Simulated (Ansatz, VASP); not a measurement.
## H107C58N29O10: VASP beside Ansatz

Wanted: the spread between two codes on one cell, functional and k mesh. The cell is taken from a series of runs on this material, whose earlier steps may have relaxed, scaled, displaced or heated it; both programs get it as it stands.

Method: plane waves, with VASP 6.6.1 beside it; single point at r2SCAN with D3(BJ), in Ansatz 0.2.0.

### 1. Set-up

The cell holds 204 atoms: 58 C, 29 N, 107 H and 10 O. Cell: a = 14.395 Å, b = 14.395 Å, c = 14.395 Å, α = 90.0°, β = 90.0°, γ = 90.0°.

### 2. VASP: single point, r2SCAN with D3(BJ)

A single point gives forces, pressure and levels at one fixed geometry, so differences don't come from the geometry; what else differs is listed under the comparison.

Lines of VASP's logs that name or quote its potential files are left out, and so is its time.

INCAR reads:

```
SYSTEM = H107C58N29O10
PREC = Accurate
ENCUT = 520
EDIFF = 1E-05
NELM = 100
ISMEAR = 0
SIGMA = 0.01
LREAL = Auto
ALGO = Normal
METAGGA = R2SCAN
IVDW = 12
VDW_S6 = 1
VDW_S8 = 0.78981345
VDW_A1 = 0.49484001
VDW_A2 = 5.73083694
LASPH = .TRUE.
NBANDS = 414
LORBIT = 11
LWAVE = .FALSE.
LCHARG = .FALSE.
ISIF = 2
```

POSCAR reads:

```
H107C58N29O10
1.0
   14.3953100000      0.0000000000      0.0000000000
    0.0000000000     14.3953100000      0.0000000000
    0.0000000000      0.0000000000     14.3953100000
C N H O
58 29 107 10
Direct
    0.7780400000      0.0055500000      0.7437100000
    0.7370500000      0.9299800000      0.6924600000
    0.8117100000      0.4426200000      0.4549200000
    0.8210200000      0.3478000000      0.4821800000
    0.4569600000      0.6575300000      0.8450900000
    0.4198200000      0.6436100000      0.9338000000
    0.9442500000      0.2286200000      0.2649300000
    0.9685300000      0.3177500000      0.2263700000
    0.7482200000      0.0702400000      0.9968200000
    0.7224200000      0.1501000000      0.0554100000
    0.9230200000      0.8053000000      0.5651500000
    0.9747100000      0.7155200000      0.5500300000
    0.0826000000      0.3437500000      0.7434300000
    0.0683400000      0.3121600000      0.8394100000
    0.1046800000      0.5186100000      0.0157600000
    0.1723800000      0.5188400000      0.9352700000
    0.1434100000      0.0295700000      0.6034700000
    0.2086400000      0.0920100000      0.5550400000
    0.5234200000      0.5596000000      0.2168700000
    0.5344600000      0.5291200000      0.3141200000
    0.8282900000      0.3987700000      0.0126500000
    0.7923200000      0.4511400000      0.0924400000
    0.1640400000      0.9926000000      0.2847300000
    0.1148400000      0.0108700000      0.1963800000
    0.6049300000      0.7194200000      0.4371200000
    0.6995100000      0.6960200000      0.4034600000
    0.2625100000      0.8063600000      0.0985100000
    0.3154700000      0.7967100000      0.1851100000
    0.3244300000      0.3742400000      0.3115700000
    0.2704400000      0.4115700000      0.3898700000
[... 168 atom lines left out ...]
    0.4516300000      0.8385800000      0.6625200000
    0.8976200000      0.0856500000      0.4975400000
    0.3108300000      0.4945400000      0.1115400000
    0.9608800000      0.1282900000      0.0192800000
    0.4982400000      0.9589400000      0.1307400000
    0.0458800000      0.4293800000      0.5502900000
```

KPOINTS reads:

```
Automatic mesh
0
Gamma
1 1 1
0 0 0
```

Potentials, in the order of the species: C, N, H and O (PBE family, release 64).

Run with:

```sh
$ export OMP_NUM_THREADS=5
$ mpirun -np 1 vasp_gam
```

Numbers of over 12 decimals in the logs are rounded to 6 here.

What it wrote:

```text
[banner, memory and clock lines left out]
running    1 mpi-ranks, on    1 nodes
[...]
Offloading initialized ...    1 GPUs detected
[...]
|                                                                             |
|               ----> ADVICE to this user running VASP <----                  |
|                                                                             |
|     You enforced a specific xc type in the INCAR file but a different       |
|     [... a line on the potential file left out ...]
|     I HOPE YOU KNOW WHAT YOU ARE DOING!                                     |
|                                                                             |

 LDA part: xc-table for (None), standard interpolation
 POSCAR, INCAR and KPOINTS ok, starting setup
[...]
entering main loop
       N       E                     dE             d eps       ncg     rms          rms(c)
DAV:   1     0.377784181192E+04    0.37778E+04   -0.26727E+05   860   0.118E+03
DAV:   2    -0.972734442183E+03   -0.47506E+04   -0.45322E+04  1050   0.275E+02
DAV:   3    -0.153422695904E+04   -0.56149E+03   -0.55641E+03  1048   0.966E+01
DAV:   4    -0.154860822535E+04   -0.14381E+02   -0.14310E+02  1024   0.180E+01
[...]
DAV:  18    -0.128937741270E+04   -0.43662E-04   -0.20567E-05   768   0.108E-02    0.548E-03
DAV:  19    -0.128937742614E+04   -0.13434E-04   -0.11603E-05   720   0.706E-03    0.314E-03
DAV:  20    -0.128937743276E+04   -0.66202E-05   -0.63890E-06   624   0.491E-03
   1 F= -.12934972E+04 E0= -.12934972E+04  d E =-.460831E-17
```

Parts of OUTCAR (step 2):

```text
  FREE ENERGIE OF THE ION-ELECTRON SYSTEM (eV)
  ---------------------------------------------------
  free  energy   TOTEN  =     -1293.4972233183 eV

  energy  without entropy=    -1293.4972233183  energy(sigma->0) =    -1293.49722332
```

The run ends at a pressure of -2.07 GPa, with forces up to 4.6 eV/Å.

(Continued in part 2 of 2.)

[Lines on the potential files, build, host, timing and source positions are cut from VASP's logs without a mark.]

[Logs are printed without paths, hosts, clocks, repeated set-up lines and the standing remarks that a program may print on its own settings, such as how far it seeks lower states.]

[Hosts, paths, dates, database ids (printed as entryN), source tags and the programs' standing remarks are cut or masked in the printed files.]
